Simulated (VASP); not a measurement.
Here is the system:

```xyz
3
Lattice="0.0000 2.9615 2.9615 2.9615 0.0000 2.9615 2.9615 2.9615 0.0000" Properties=species:S:1:pos:R:3 pbc="T T T"
Al     1.4807     1.4807     1.4807
Al     4.4422     4.4422     4.4422
Pt     0.0000     0.0000     0.0000
```

All values below come from rev-vdW-DF2, VASP's PBE PAW potentials (set 64) (plane waves; VASP). Numerical set-up: 520 eV cut-off, 9×9×9 Γ-centred mesh, first-order Methfessel-Paxton smearing of 0.10 eV, potentials Al Pt.

Question: Give the energy at these volumes per atom, relative to the lowest: 16.28, 16.80, 17.32, 17.84, 18.36 Å³.

Answer: 28.9, 6.8, 0.0, 6.3, 23.7 meV/atom. A third-order Birch-Murnaghan fit gives B0 = 134 GPa and B0′ = 4.5.

The compound is PtAl2 in the fluorite structure. It was relaxed first.
